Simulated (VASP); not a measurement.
OSZICAR of a VASP run on Ba$_{2}$NF (space group R-3m):

### OSZICAR
```
       N       E                     dE             d eps       ncg     rms          rms(c)
DAV:   1     0.231221799122E+03    0.23122E+03   -0.16333E+04  1280   0.162E+03
DAV:   2    -0.133058642031E+02   -0.24453E+03   -0.23428E+03  1948   0.300E+02
DAV:   3    -0.266405552526E+02   -0.13335E+02   -0.13239E+02  1660   0.771E+01
DAV:   4    -0.269984241688E+02   -0.35787E+00   -0.35718E+00  1920   0.109E+01
DAV:   5    -0.270040559055E+02   -0.56317E-02   -0.56301E-02  1568   0.121E+00    0.124E+01
DAV:   6    -0.224508087546E+02    0.45532E+01   -0.37370E+01  1676   0.302E+01    0.827E+00
DAV:   7    -0.219536357923E+02    0.49717E+00   -0.36129E+00  1516   0.100E+01    0.357E+00
DAV:   8    -0.218538086918E+02    0.99827E-01   -0.44976E-01  1464   0.496E+00    0.105E+00
DAV:   9    -0.218561309074E+02   -0.23222E-02   -0.39021E-02  1776   0.135E+00    0.616E-01
DAV:  10    -0.218593365228E+02   -0.32056E-02   -0.10628E-02  1404   0.731E-01    0.148E-01
DAV:  11    -0.218592467198E+02    0.89803E-04   -0.14525E-03  1548   0.258E-01    0.485E-02
DAV:  12    -0.218592087904E+02    0.37929E-04   -0.15759E-04  1492   0.953E-02    0.346E-02
DAV:  13    -0.218592295088E+02   -0.20718E-04   -0.22586E-04  1464   0.102E-01    0.120E-02
DAV:  14    -0.218592294426E+02    0.66128E-07   -0.21796E-05  1616   0.297E-02    0.669E-03
DAV:  15    -0.218592306127E+02   -0.11701E-05   -0.10940E-05  1628   0.198E-02    0.620E-03
DAV:  16    -0.218592297448E+02    0.86799E-06   -0.38841E-06  1684   0.108E-02    0.128E-03
DAV:  17    -0.218592298331E+02   -0.88349E-07   -0.17403E-07  1156   0.289E-03
   1 F= -.21859230E+02 E0= -.21859230E+02  d E =-.112693E-12
```

Problem. Which electronic solver shows in the log?

Solution. It is blocked Davidson (ALGO = Normal, or the opening steps of other solvers). The INCAR had ALGO = Normal.

Problem. Can the final energy be trusted as converged?

Solution. Self-consistency was reached. It stopped with EDIFF = 1E-7, NELM = 100 (PBEsol GGA, plane waves, VASP's PBE PAW potentials (set 64)).

The structure comes from a computed database's Ba2NF entry (R-3m); how it stands against other phases isn't given here. It was relaxed first.
